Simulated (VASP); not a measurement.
Given:

```
Al2O3
1.0
    2.39985     1.38555     4.46479
   -2.39985     1.38555     4.46479
    0.00000    -2.77110     4.46479
Al O
4 6
Direct
  0.00000   0.00000   0.00000
  0.50000   0.50000   0.50000
  0.69328   0.69328   0.69328
  0.30672   0.30672   0.30672
  0.39597   0.10797   0.72043
  0.60403   0.89203   0.27957
  0.72043   0.39597   0.10797
  0.27957   0.60403   0.89203
  0.10797   0.72043   0.39597
  0.89203   0.27957   0.60403
```

Computed with r2SCAN meta-GGA, VASP's PBE PAW potentials (set 64) (plane waves; VASP). Run with 520 eV cut-off, 6×6×6 Γ-centred mesh, tetrahedra with Blöchl corrections, potentials Al O.

Q: Give the energies of bands 13 to 26 at the high-symmetry points, in eV from the valence-band maximum.

A: 
| band | Γ | T | H2 | L | S0 | F |
|---|---|---|---|---|---|---|
| 13 | -4.53 | -3.88 | -3.33 | -3.11 | -3.35 | -3.24 |
| 14 | -3.08 | -3.08 | -2.99 | -3.09 | -2.83 | -2.90 |
| 15 | -2.82 | -2.98 | -2.41 | -2.29 | -2.47 | -2.33 |
| 16 | -1.44 | -2.03 | -2.08 | -2.15 | -2.04 | -2.22 |
| 17 | -1.44 | -1.97 | -1.84 | -2.01 | -1.79 | -2.06 |
| 18 | -1.02 | -1.97 | -1.59 | -1.35 | -1.73 | -1.74 |
| 19 | -1.02 | -1.43 | -1.44 | -1.24 | -1.23 | -1.55 |
| 20 | -0.81 | -1.43 | -1.07 | -1.02 | -1.02 | -1.19 |
| 21 | -0.81 | -0.85 | -0.89 | -1.01 | -0.88 | -0.90 |
| 22 | -0.05 | -0.85 | -0.80 | -0.91 | -0.73 | -0.78 |
| 23 | -0.03 | -0.07 | -0.53 | -0.24 | -0.46 | -0.45 |
| 24 | -0.03 | -0.07 | -0.32 | -0.24 | -0.33 | -0.42 |
| 25 | 6.92 | 9.22 | 10.12 | 10.02 | 9.87 | 10.22 |
| 26 | 9.96 | 9.24 | 10.36 | 10.14 | 10.39 | 10.29 |

The gap is indirect, 6.92 eV, from the valence maximum at Γ-S0 at 0.29 to the conduction minimum at Γ.

The structure comes from a computed database's Al2O3 entry (R-3); how it stands against other phases isn't given here. It was relaxed first.
